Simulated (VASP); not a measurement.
Here is the system:

```xyz
2
Lattice="0.0000 2.3455 2.3455 2.3455 0.0000 2.3455 2.3455 2.3455 0.0000" Properties=species:S:1:pos:R:3 pbc="T T T"
Na     0.0000     0.0000     0.0000
F      2.3455     2.3455     2.3455
```

Calculation: PBE GGA, VASP's PBE PAW potentials (set 64) (plane waves; VASP). Numerical set-up: PREC = Normal, 500 eV cut-off, 6×6×6 Γ-centred mesh, Gaussian smearing of 0.010 eV, potentials Na_sv_GW F_GW_new.

**Question.** Give the stress tensor in GPa (positive for a compressed cell).

**Answer.** 
```
-3.79   0.00   0.00
 0.00  -3.79   0.00
 0.00   0.00  -3.79
```
The pressure is its mean diagonal, -3.79 GPa.

The compound is NaF in the rock salt structure. This cell is one point of a volume scan, at 1.04 of the reference volume.
